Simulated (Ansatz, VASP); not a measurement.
Two plane-wave programs on ZrHgS3

INCAR

```
SYSTEM = ZrHgS3
  PREC = Accurate
  ENCUT = 520
  EDIFF = 1E-6
  ISMEAR = 0
  SIGMA = 0.05
  LREAL = .FALSE.
  LASPH = .TRUE.
  NELM = 100
  ALGO = Normal
  ISIF = 2
  LWAVE = .FALSE.
  LCHARG = .FALSE.
  NBANDS = 29
```

Contents of KPOINTS:

```
Automatic mesh
0
G
  4 4 4
  0 0 0
```

Contents of POSCAR:

```
ZrHgS3
1.0
    4.9016799649      0.0000000000      0.0000000000
    0.0000000000      4.9016799649      0.0000000000
    0.0000000000      0.0000000000      4.9016799649
Hg Zr S
1 1 3
Direct
    0.0000000000      0.0000000000      0.0000000000
    0.5000000000      0.5000000000      0.5000000000
    0.5000000000      0.5000000000      0.0000000000
    0.5000000000      0.0000000000      0.5000000000
    0.0000000000      0.5000000000      0.5000000000
```

Input for Ansatz:

```yaml
crystal:
  lattice:
    - [4.9016799649, 0.0, 0.0]
    - [0.0, 4.9016799649, 0.0]
    - [0.0, 0.0, 4.9016799649]
  atoms:
    - { symbol: Hg, position: [0.0, 0.0, 0.0] }
    - { symbol: Zr, position: [0.5, 0.5, 0.5] }
    - { symbol: S, position: [0.5, 0.5, 0.0] }
    - { symbol: S, position: [0.5, 0.0, 0.5] }
    - { symbol: S, position: [0.0, 0.5, 0.5] }
basis:
  ecutwfc: 420
kpoints:
  mp_grid: { grid: [4, 4, 4] }
hamiltonian:
  xc: lda
scf:
  occupations: { method: gaussian, width: 0.05 }
output:
  forces: true
  stress: true
  eigenvalues: true
```

The cell comes from a database or a generator and needn't be the stable form of this composition.

Alike in both runs: task single point; functional LDA; k mesh 4 × 4 × 4; occupations gaussian, width 0.05 eV; no spin polarisation.

```csv
,VASP,Ansatz
version,VASP 6.6.1,Ansatz 0.2.0
potentials or method,"VASP PAW LDA potentials, release 64 (Hg, Zr_sv, S)","scalar-relativistic, plane waves, PAW"
plane-wave cutoff (eV),520,420
valence electrons in the cell,42,50
```

|  | VASP | Ansatz | Ansatz less VASP |
| --- | --- | --- | --- |
| gap on the k mesh at the Fermi level (eV) | none | none | - |
| pressure (GPa) | 0.1 | 0.1 | -0.03 |

A gap of «none» marks a metal or a gap that the smearing closes. The two sets of potentials don't hold the same shells in valence.

The runs have no spin-orbit coupling, so splittings on Hg are missing.
